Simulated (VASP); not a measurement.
Energy against volume of Mg (hcp). These are vdW-DF2, VASP's PBE PAW potentials (set 64) (plane waves; VASP) values and carry that method's errors. Run with 520 eV cut-off, 13×13×7 Γ-centred mesh, first-order Methfessel-Paxton smearing of 0.10 eV, potentials Mg.

Shape and ions are relaxed at each volume.

```csv
V (Å³/atom),E (eV/atom)
21.445,0.33366
22.129,0.32597
22.813,0.32327
23.498,0.32480
```

**Question.** Fit these four points and predict the energy of the run at 24.182 Å³/atom.

**Answer.** A cubic in V^(−2/3), the third-order Birch-Murnaghan form, passes through the four points with V0 = 22.89 Å³/atom and B0 = 32 GPa, and gives 0.3299 eV/atom there. The run gave 0.3299 eV/atom, +0.0 meV/atom from the fit; all five points give B0 = 33 GPa.

The compound is Mg in the hcp structure. It was relaxed first.
